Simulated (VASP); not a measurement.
VASP ran on this input.

### KPOINTS
```
Automatic mesh
0
Gamma
7 7 4
0 0 0
```

### INCAR
```
# general
SYSTEM =ZrS2
PREC   =Accurate
ENCUT  =520
LREAL  =F
LASPH  =T   # aspherical one-centre terms

# electronic loop
EDIFF  =1E-7
NELM   =100
ALGO   =Normal   # blocked Davidson
LMAXMIX=4   # l cut-off of mixed one-centre charges

# smearing
ISMEAR =0   # Gaussian
SIGMA  =0.05   # width (eV)

# functional
GGA    =91   # PW91

# ions
IBRION =2   # conjugate gradients
NSW    =30   # most ionic steps
ISIF   =4   # ions and shape, fixed volume
EDIFFG =-0.01

# output
LWAVE  =F
LCHARG =F
```

**POSCAR**
```
ZrS2
1.0
  1.8626207110  -3.2261537294   0.0000000000
  1.8626207110   3.2261537294   0.0000000000
  0.0000000000   0.0000000000   6.5961015697
Zr S
1 2
Cart
  0.0000000000   0.0000000000   0.0000000000
  1.8626207110   1.0753867272   1.4614197312
  1.8626207110  -1.0753867272   5.1346818385
```

POTCAR, in this order: Zr_sv S (PBE.64 set). Program: vasp_std.

Problem. Translate this PW91 calculation to Quantum ESPRESSO's pw.x.

Solution. One equivalent input (not run):
```
&CONTROL
  calculation = 'vc-relax'
  pseudo_dir = './pseudo'
  outdir = './out'
  tprnfor = .true.
  tstress = .true.
  nstep = 30
  forc_conv_thr = 0.00039
/
&SYSTEM
  ibrav = 0
  nat = 3
  ntyp = 2
  ecutwfc = 66
  occupations = 'smearing'
  smearing = 'gaussian'
  degauss = 0.003675
  input_dft = 'pw91'
/
&ELECTRONS
  conv_thr = 7.3e-09
  electron_maxstep = 100
/
&IONS
/
&CELL
  cell_dofree = 'shape'
/
ATOMIC_SPECIES
  Zr 91.224 Zr.upf
  S 32.060 S.upf
CELL_PARAMETERS angstrom
     1.8626207   -3.2261537    0.0000000
     1.8626207    3.2261537    0.0000000
     0.0000000    0.0000000    6.5961016
ATOMIC_POSITIONS crystal
  Zr   0.0000000  0.0000000  0.0000000
  S    0.3333330  0.6666670  0.2215581
  S    0.6666670  0.3333330  0.7784419
K_POINTS automatic
  7 7 4 0 0 0
```
What does not carry over: the potentials are each code's own (VASP's PAW set, PseudoDojo norm-conserving files in pw.x), so ENCUT and ecutwfc are chosen apart and not converted; conv_thr bounds pw.x's estimated SCF error, while EDIFF bounds the energy change between steps; forc_conv_thr acts on force components and is met together with etot_conv_thr.

The compound is ZrS2 in the 1T layered structure. This cell is one point of a volume scan, at 1.03 of the reference volume. Symmetry was kept, so distortions that lower it aren't found.
